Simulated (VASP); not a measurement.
A convergence study with VASP on Ir: one setting is varied, all else stays as given below, so the limit is that of these other settings.

```
Ir
1.0
    2.70171     0.00000     0.00000
    1.35086     2.33975     0.00000
    0.00000     0.00000    22.82371
Ir
5
Direct
  0.33333   0.33333   0.30670
  0.66667   0.66667   0.40335
  0.00000   0.00000   0.50000
  0.33333   0.33333   0.59665
  0.66667   0.66667   0.69330
```

All values below come from PBE GGA, VASP's PBE PAW potentials (set 64) (plane waves; VASP). The tightest run used: 300 eV cut-off, 26×26×1 Γ-centred mesh, Gaussian smearing of 0.10 eV, potentials Ir.

Question: The settings run are 3×3×1 mesh; 4×4×1 mesh; 5×5×1 mesh; 6×6×1 mesh; 7×7×1 mesh; 9×9×1 mesh; 10×10×1 mesh; 12×12×1 mesh; 14×14×1 mesh; 16×16×1 mesh; 19×19×1 mesh; 22×22×1 mesh; 26×26×1 mesh. From which on does the energy per atom stay within 0.01 eV/atom of the tightest run?

Answer: From 9×9×1 mesh on: it is off by 0.0029 there and by no more than 0.01 in any finer run, while 7×7×1 mesh is off by 0.0247.
| setting | E (eV/atom) | largest force (eV/Å) | irreducible k-points | difference judged (eV/atom) |
|---|---|---|---|---|
| 3×3×1 mesh | -7.8104 | 0.836 | 3 | 0.6720 |
| 4×4×1 mesh | -8.7112 | 0.730 | 4 | 0.2288 |
| 5×5×1 mesh | -8.4241 | 0.375 | 5 | 0.0583 |
| 6×6×1 mesh | -8.4492 | 0.276 | 7 | 0.0332 |
| 7×7×1 mesh | -8.5071 | 0.519 | 8 | 0.0247 |
| 9×9×1 mesh | -8.4795 | 0.279 | 12 | 0.0029 |
| 10×10×1 mesh | -8.4875 | 0.460 | 14 | 0.0051 |
| 12×12×1 mesh | -8.4873 | 0.364 | 19 | 0.0049 |
| 14×14×1 mesh | -8.4803 | 0.375 | 24 | 0.0021 |
| 16×16×1 mesh | -8.4767 | 0.395 | 30 | 0.0058 |
| 19×19×1 mesh | -8.4797 | 0.375 | 40 | 0.0028 |
| 22×22×1 mesh | -8.4817 | 0.364 | 52 | 0.0007 |
| 26×26×1 mesh | -8.4824 | 0.377 | 70 | 0.0000 |

VASP warned of too few bands at 3×3×1 mesh; 4×4×1 mesh; 5×5×1 mesh; 6×6×1 mesh; 7×7×1 mesh; 9×9×1 mesh; 10×10×1 mesh; 12×12×1 mesh; 14×14×1 mesh; 16×16×1 mesh; 19×19×1 mesh; 22×22×1 mesh; 26×26×1 mesh.

Left out are rungs that failed or repeat a setting and relaxations that didn't move; long series are thinned to 24 rows.

The cell is a sheet or thin cut with vacuum, built from a generated structure. VASP warned that the highest band is occupied, so more bands are needed.
